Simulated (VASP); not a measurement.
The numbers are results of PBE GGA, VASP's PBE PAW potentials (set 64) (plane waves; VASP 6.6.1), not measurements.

VASP ran on this input.

File KPOINTS:
```
kpoints
0
Gamma
 14 14 14
```

**INCAR**
```
! general
SYSTEM =In
PREC   =Accurate
ENCUT  =400
LREAL  =F
LASPH  =T

! electronic loop
EDIFF  =1E-6
NELM   =100   ! most electronic steps
ALGO   =Normal
LMAXMIX=4   ! l cut-off of mixed one-centre charges

! smearing
ISMEAR =1
SIGMA  =0.1

! functional
GGA    =PE

! ions
IBRION =2   ! conjugate gradients
NSW    =60   ! most ionic steps
ISIF   =3   ! ions, shape and volume
EDIFFG =-0.01   ! ionic stop

! output
LWAVE  =F
LCHARG =F
```

**POSCAR**
```
In
1.0
 -1.6417123286   1.6417123286   2.5306542751
  1.6417123286  -1.6417123286   2.5306542751
  1.6417123286   1.6417123286  -2.5306542751
In
1
Cart
  0.0000000000   0.0000000000   0.0000000000
```

POTCAR, in this order: In_d (PBE.64 set). Program: vasp_std.

Q: What will the output report for the number of irreducible k-points (NKPTS), largest plane-wave count, number of space-group operations, FFT grid (NGX, NGY, NGZ)?

A: 
- number of irreducible k-points (NKPTS) = 244
- largest plane-wave count = 511
- number of space-group operations = 16
- FFT grid (NGX, NGY, NGZ) = 24 × 24 × 24

The compound is In in the bct structure. This run relaxes it. Symmetry was kept, so distortions that lower it aren't found. The start is the result of an earlier pass.
